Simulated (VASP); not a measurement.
Calculation: PBEsol GGA, VASP's PBE PAW potentials (set 64) (plane waves; VASP).

A VASP calculation is set up with these files.

INCAR:
```
SYSTEM = SnSe2
PREC = Accurate
ENCUT = 500
EDIFF = 1E-6
NELM = 100
ALGO = Normal
LREAL = .FALSE.
LASPH = .TRUE.
ISMEAR = 0
SIGMA = 0.05
GGA = PS
LMAXMIX = 4
LWAVE = .FALSE.
LCHARG = .FALSE.
IBRION = 2
ISIF = 3
NSW = 40
EDIFFG = -0.02
```

**POSCAR**
```
SnSe2
1.0
  1.9086373408  -3.3058570602   0.0000000000
  1.9086373408   3.3058570602   0.0000000000
  0.0000000000   0.0000000000   6.2520781067
Sn Se
1 2
Direct
  0.0000000000   0.0000000000   1.0000000000
  0.3333330000   0.6666670000   0.2538620562
  0.6666670000   0.3333330000   0.7461379438
```

### KPOINTS
```
Automatic mesh
0
Gamma
7 7 4
0 0 0
```

POTCAR, in this order: Sn_d Se (PBE.64 set). Program: vasp_std.

Output of the run:

File OUTCAR:
```
 ion  position               nearest neighbor table
   1  0.000  0.000  0.000-   2 2.72   3 2.72   3 2.72   2 2.72   3 2.72   2 2.72
   2  0.333  0.667  0.254-   1 2.72   1 2.72   1 2.72
   3  0.667  0.333  0.746-   1 2.72   1 2.72   1 2.72
  LATTYP: Found a hexagonal cell.
 ALAT       =     3.8172748658
 C/A-ratio  =     1.6378380720
 Subroutine PRICEL returns:
 Original cell was already a primitive cell.
 Subroutine GETGRP returns: Found 12 space group operations
The static configuration has the point symmetry D_3d.
The dynamic configuration has the point symmetry D_3d.
 Subroutine INISYM returns: Found 12 space group operations
 Subroutine IBZKPT returns following result:
 Found     28 irreducible k-points:

 Following reciprocal coordinates:
            Coordinates               Weight
  0.000000  0.000000  0.000000      1.000000
  0.142857  0.000000  0.000000      6.000000
  0.285714  0.000000  0.000000      6.000000
  0.428571 -0.000000  0.000000      6.000000
  0.142857  0.142857  0.000000      6.000000
  0.285714  0.142857  0.000000     12.000000
  0.428571  0.142857  0.000000      6.000000
  0.285714  0.285714  0.000000      6.000000
  0.000000  0.000000  0.250000      2.000000
  0.142857  0.000000  0.250000      6.000000
  0.000000  0.142857  0.250000      6.000000
  0.285714  0.000000  0.250000      6.000000
  0.000000  0.285714  0.250000      6.000000
  0.428571 -0.000000  0.250000      6.000000
 -0.000000  0.428571  0.250000      6.000000
  0.142857  0.142857  0.250000     12.000000
  0.285714  0.142857  0.250000     12.000000
 -0.142857  0.428571  0.250000     12.000000
  0.428571  0.142857  0.250000     12.000000
  0.285714  0.285714  0.250000     12.000000
  0.000000  0.000000  0.500000      1.000000
  0.142857  0.000000  0.500000      6.000000
...
```

### OSZICAR
```
...
DAV:   4    -0.132310199281E+02   -0.62996E+00   -0.62940E+00  1176   0.219E+01
DAV:   5    -0.132455180910E+02   -0.14498E-01   -0.14495E-01  1459   0.345E+00    0.491E+00
DAV:   6    -0.130058359956E+02    0.23968E+00   -0.55703E-01  1412   0.888E+00    0.312E+00
DAV:   7    -0.129795709245E+02    0.26265E-01   -0.14256E-01  1206   0.295E+00    0.889E-01
DAV:   8    -0.129776587802E+02    0.19121E-02   -0.11281E-02  1221   0.109E+00    0.243E-01
DAV:   9    -0.129776897896E+02   -0.31009E-04   -0.10909E-03  1095   0.269E-01    0.701E-02
DAV:  10    -0.129776924833E+02   -0.26937E-05   -0.10084E-04  1302   0.698E-02    0.267E-02
DAV:  11    -0.129777048234E+02   -0.12340E-04   -0.25728E-05  1101   0.307E-02    0.660E-03
DAV:  12    -0.129777048544E+02   -0.31069E-07   -0.10952E-06   976   0.968E-03
   1 F= -.12977705E+02 E0= -.12977705E+02  d E =-.129777E+02
       N       E                     dE             d eps       ncg     rms          rms(c)
DAV:   1    -0.129780566164E+02   -0.35179E-03   -0.10475E-02  1129   0.115E+00    0.854E-02
DAV:   2    -0.129778677812E+02    0.18884E-03   -0.68540E-04  1164   0.362E-01    0.463E-02
DAV:   3    -0.129777983741E+02    0.69407E-04   -0.17100E-04  1175   0.194E-01    0.128E-02
DAV:   4    -0.129777966704E+02    0.17037E-05   -0.15755E-05  1351   0.373E-02    0.570E-03
DAV:   5    -0.129777965970E+02    0.73418E-07   -0.90080E-07   576   0.118E-02
   2 F= -.12977797E+02 E0= -.12977797E+02  d E =-.917426E-04
       N       E                     dE             d eps       ncg     rms          rms(c)
DAV:   1    -0.129803218151E+02   -0.25251E-02   -0.94128E-02  1126   0.345E+00    0.257E-01
DAV:   2    -0.129786260418E+02    0.16958E-02   -0.61655E-03  1137   0.107E+00    0.138E-01
DAV:   3    -0.129780003187E+02    0.62572E-03   -0.15286E-03  1175   0.580E-01    0.385E-02
DAV:   4    -0.129779790994E+02    0.21219E-04   -0.14034E-04  1388   0.114E-01    0.173E-02
DAV:   5    -0.129779762643E+02    0.28350E-05   -0.10584E-05  1379   0.348E-02    0.601E-03
DAV:   6    -0.129779766807E+02   -0.41642E-06   -0.20763E-06   791   0.162E-02
   3 F= -.12977977E+02 E0= -.12977977E+02  d E =-.271826E-03
       N       E                     dE             d eps       ncg     rms          rms(c)
DAV:   1    -0.129873189867E+02   -0.93427E-02   -0.37814E-01  1125   0.689E+00    0.516E-01
DAV:   2    -0.129804865162E+02    0.68325E-02   -0.24885E-02  1146   0.211E+00    0.277E-01
DAV:   3    -0.129779702208E+02    0.25163E-02   -0.61257E-03  1173   0.114E+00    0.773E-02
DAV:   4    -0.129778767909E+02    0.93430E-04   -0.53791E-04  1352   0.231E-01    0.349E-02
DAV:   5    -0.129778634226E+02    0.13368E-04   -0.43532E-05  1383   0.686E-02    0.124E-02
DAV:   6    -0.129778641181E+02   -0.69552E-06   -0.85281E-06  1137   0.319E-02
   4 F= -.12977864E+02 E0= -.12977864E+02  d E =-.159264E-03
       N       E                     dE             d eps       ncg     rms          rms(c)
DAV:   1    -0.129816666781E+02   -0.38033E-02   -0.14748E-01  1125   0.437E+00    0.321E-01
DAV:   2    -0.129790424553E+02    0.26242E-02   -0.96190E-03  1146   0.134E+00    0.173E-01
DAV:   3    -0.129780578692E+02    0.98459E-03   -0.23892E-03  1158   0.712E-01    0.478E-02
DAV:   4    -0.129780161210E+02    0.41748E-04   -0.21901E-04  1352   0.140E-01    0.213E-02
DAV:   5    -0.129780076885E+02    0.84324E-05   -0.16351E-05  1342   0.450E-02    0.726E-03
DAV:   6    -0.129780071969E+02    0.49167E-06   -0.37378E-06  1043   0.215E-02
   5 F= -.12978007E+02 E0= -.12978007E+02  d E =-.302342E-03
       N       E                     dE             d eps       ncg     rms          rms(c)
DAV:   1    -0.129780357076E+02   -0.28019E-04   -0.52119E-04   962   0.180E-01    0.152E-02
DAV:   2    -0.129780318012E+02    0.39064E-05   -0.27781E-05  1035   0.584E-02    0.823E-03
DAV:   3    -0.129780297713E+02    0.20300E-05   -0.43042E-06  1103   0.287E-02    0.325E-03
DAV:   4    -0.129780296726E+02    0.98618E-07   -0.47165E-07   487   0.915E-03
   6 F= -.12978030E+02 E0= -.12978030E+02  d E =-.224758E-04
       N       E                     dE             d eps       ncg     rms          rms(c)
DAV:   1    -0.129781475700E+02   -0.11780E-03   -0.46169E-03   961   0.530E-01    0.443E-02
DAV:   2    -0.129781132352E+02    0.34335E-04   -0.25188E-04  1035   0.175E-01    0.244E-02
DAV:   3    -0.129780953949E+02    0.17840E-04   -0.38247E-05  1093   0.852E-02    0.996E-03
DAV:   4    -0.129780939837E+02    0.14111E-05   -0.58372E-06  1251   0.276E-02    0.324E-03
DAV:   5    -0.129780939855E+02   -0.17749E-08   -0.49225E-07   501   0.735E-03
   7 F= -.12978094E+02 E0= -.12978094E+02  d E =-.867887E-04
       N       E                     dE             d eps       ncg     rms          rms(c)
DAV:   1    -0.129784252019E+02   -0.33122E-03   -0.18576E-02   961   0.107E+00    0.886E-02
DAV:   2    -0.129782880377E+02    0.13716E-03   -0.10166E-03  1027   0.348E-01    0.490E-02
DAV:   3    -0.129782164968E+02    0.71541E-04   -0.15321E-04  1094   0.171E-01    0.200E-02
DAV:   4    -0.129782102072E+02    0.62896E-05   -0.23738E-05  1425   0.556E-02    0.653E-03
DAV:   5    -0.129782100736E+02    0.13359E-06   -0.25620E-06   740   0.143E-02
   8 F= -.12978210E+02 E0= -.12978210E+02  d E =-.202877E-03
       N       E                     dE             d eps       ncg     rms          rms(c)
DAV:   1    -0.129792547756E+02   -0.10446E-02   -0.74449E-02   961   0.213E+00    0.178E-01
DAV:   2    -0.129787064572E+02    0.54832E-03   -0.40798E-03  1035   0.681E-01    0.982E-02
DAV:   3    -0.129784194870E+02    0.28697E-03   -0.60383E-04  1101   0.338E-01    0.400E-02
DAV:   4    -0.129783930702E+02    0.26417E-04   -0.94703E-05  1426   0.112E-01    0.131E-02
DAV:   5    -0.129783922809E+02    0.78925E-06   -0.10928E-05  1401   0.286E-02    0.582E-03
DAV:   6    -0.129783923754E+02   -0.94529E-07   -0.10799E-06   554   0.983E-03
   9 F= -.12978392E+02 E0= -.12978392E+02  d E =-.385179E-03
       N       E                     dE             d eps       ncg     rms          rms(c)
DAV:   1    -0.129820216364E+02   -0.36294E-02   -0.29812E-01   961   0.426E+00    0.356E-01
DAV:   2    -0.129798205399E+02    0.22011E-02   -0.16403E-02  1035   0.129E+00    0.196E-01
DAV:   3    -0.129786668758E+02    0.11537E-02   -0.23369E-03  1150   0.655E-01    0.798E-02
DAV:   4    -0.129785584416E+02    0.10843E-03   -0.36449E-04  1407   0.225E-01    0.260E-02
DAV:   5    -0.129785547165E+02    0.37251E-05   -0.40816E-05  1414   0.568E-02    0.119E-02
DAV:   6    -0.129785546947E+02    0.21744E-07   -0.47413E-06  1038   0.194E-02
  10 F= -.12978555E+02 E0= -.12978555E+02  d E =-.547498E-03
       N       E                     dE             d eps       ncg     rms          rms(c)
DAV:   1    -0.129786703613E+02   -0.11564E-03   -0.15824E-03  1005   0.303E-01    0.277E-02
DAV:   2    -0.129786533333E+02    0.17028E-04   -0.89651E-05  1236   0.983E-02    0.160E-02
DAV:   3    -0.129786465157E+02    0.68176E-05   -0.11794E-05  1287   0.463E-02    0.592E-03
DAV:   4    -0.129786457222E+02    0.79349E-06   -0.12323E-06   617   0.173E-02
  11 F= -.12978646E+02 E0= -.12978646E+02  d E =-.910275E-04
       N       E                     dE             d eps       ncg     rms          rms(c)
DAV:   1    -0.129789899144E+02   -0.34340E-03   -0.14205E-02  1003   0.903E-01    0.822E-02
DAV:   2    -0.129788396080E+02    0.15031E-03   -0.79900E-04  1236   0.284E-01    0.473E-02
DAV:   3    -0.129787816063E+02    0.58002E-04   -0.10524E-04  1295   0.135E-01    0.176E-02
DAV:   4    -0.129787754288E+02    0.61775E-05   -0.16401E-05  1419   0.518E-02    0.523E-03
DAV:   5    -0.129787755959E+02   -0.16716E-06   -0.26950E-06   759   0.155E-02
  12 F= -.12978776E+02 E0= -.12978776E+02  d E =-.220901E-03
```

**OUTCAR**
```
------------------------ aborting loop because EDIFF is reached ----------------------------------------
  FORCE on cell =-STRESS in cart. coord.  units (eV):
  Direction    XX          YY          ZZ          XY          YZ          ZX
  --------------------------------------------------------------------------------------
  Total       -0.0451911     -0.0451911     -0.0317007      0.0000000      0.0000000     -0.0000000
  in kB       -0.9283630     -0.9283631     -0.6512302      0.0000000      0.0000000     -0.0000000
  external PRESSURE =      -0.8359854 kB  Pullay stress =       0.0000000 kB
  volume of cell :       77.99
      direct lattice vectors                 reciprocal lattice vectors
     1.911642343 -3.311061877 -0.000000000     0.261555202 -0.151008957  0.000000000
     1.911642343  3.311061877  0.000000000     0.261555202  0.151008957 -0.000000000
     0.000000000  0.000000000  6.160862202    -0.000000000 -0.000000000  0.162314943
 POSITION                                       TOTAL-FORCE (eV/Angst)
 -----------------------------------------------------------------------------------
      0.00000     -0.00000      0.00000         0.000000     -0.000000      0.000000
      1.91164      1.10369      1.58665        -0.000000     -0.000000     -0.001318
      1.91164     -1.10369      4.57421         0.000000      0.000000      0.001318
 -----------------------------------------------------------------------------------
    total drift:                                0.000000     -0.000000      0.000000
  FREE ENERGIE OF THE ION-ELECTRON SYSTEM (eV)
  ---------------------------------------------------
  free  energy   TOTEN  =       -12.9787755959 eV

  energy  without entropy=      -12.9787755959  energy(sigma->0) =      -12.97877560

 reached required accuracy - stopping structural energy minimisation
```
(Selected blocks of OUTCAR.)

File CONTCAR:
```
SnSe2
   1.00000000000000
     1.9116423427166369   -3.3110618771988065   -0.0000000000000002
     1.9116423427166369    3.3110618771988065    0.0000000000000002
     0.0000000000000000    0.0000000000000004    6.1608622017650445
  Sn              Se
     1     2
Direct
     0.0000000000000000    0.0000000000000000    0.0000000000000000
     0.3333330000000032    0.6666669999999968    0.2575369534364867
     0.6666669999999968    0.3333330000000032    0.7424630465635134
```

File OUTCAR:
```
 val. band max:        3.9380643857   @ k =   0.1429   0.0000   0.2500

 cond. band min:       4.5963250344   @ k =  -0.0000   0.4286   0.2500


 Fermi energy:         4.1760032831

 k-point     1 :       0.0000    0.0000    0.0000
  band No.  band energies     occupation
      1     -17.1720      2.00000
      2     -17.1720      2.00000
      3     -17.1356      2.00000
      4     -17.1231      2.00000
      5     -17.1231      2.00000
      6      -9.8514      2.00000
      7      -8.1951      2.00000
      8      -2.3113      2.00000
      9       3.4076      2.00000
     10       3.4076      2.00000
     11       3.6506      2.00000
     12       3.6506      2.00000
     13       3.8750      2.00000
     14       4.8406      0.00000
     15       6.9409      0.00000
     16       8.5627      0.00000
     17       8.5627      0.00000

 k-point     2 :       0.1429    0.0000    0.0000
  band No.  band energies     occupation
      1     -17.1803      2.00000
      2     -17.1649      2.00000
      3     -17.1311      2.00000
      4     -17.1269      2.00000
      5     -17.1222      2.00000
      6      -9.6542      2.00000
      7      -8.0710      2.00000
      8      -2.2596      2.00000
      9       1.7001      2.00000
     10       2.6642      2.00000
     11       2.7362      2.00000
     12       3.9111      2.00000
     13       3.9350      2.00000
     14       6.0291      0.00000
     15       7.5873      0.00000
     16       8.4095      0.00000
     17       8.8799      0.00000

 k-point     3 :       0.2857    0.0000    0.0000
  band No.  band energies     occupation
      1     -17.2022      2.00000
      2     -17.1538      2.00000
      3     -17.1389      2.00000
      4     -17.1153      2.00000
      5     -17.1145      2.00000
      6      -9.1080      2.00000
      7      -7.8073      2.00000
      8      -2.4201      2.00000
      9       0.1994      2.00000
     10       1.3438      2.00000
     11       1.9736      2.00000
...
```

Without a dispersion term in the relaxation, distances and binding between the weakly bound layers, chains or molecules are unreliable, and so is what depends on them. Unless said otherwise, spin-orbit coupling is left out, though it shifts the bands of the heavy elements here.

The compound is SnSe2 in the 1T layered structure. This run relaxes it. Symmetry was kept, so distortions that lower it aren't found.
